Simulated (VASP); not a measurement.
Given:

```
Re
1.0
    1.37845    -2.38755     0.00000
    1.37845     2.38755     0.00000
    0.00000     0.00000     4.46652
Re
2
Cartesian
  1.37845   0.79585   1.11663
  1.37845  -0.77085   3.34989
```

The numbers are results of r2SCAN meta-GGA, VASP's PBE PAW potentials (set 64) (plane waves; VASP), not measurements. Run with 480 eV cut-off, 14×14×8 Γ-centred mesh, first-order Methfessel-Paxton smearing of 0.10 eV, potentials Re.

**Question.** Give the force on each atom (eV/Å).

**Answer.** 
| atom | Fx | Fy | Fz |
|---|---|---|---|
| Re1 | 0.000 | 0.119 | 0.000 |
| Re2 | 0.000 | -0.119 | 0.000 |

**Question.** Give the stress tensor in GPa (positive for a compressed cell).

**Answer.** 
```
-0.12   0.00   0.00
 0.00   0.21   0.00
 0.00   0.00  -0.01
```
The pressure is its mean diagonal, 0.03 GPa.

The compound is Re in the hcp structure. This cell was strained or had an atom moved on purpose.
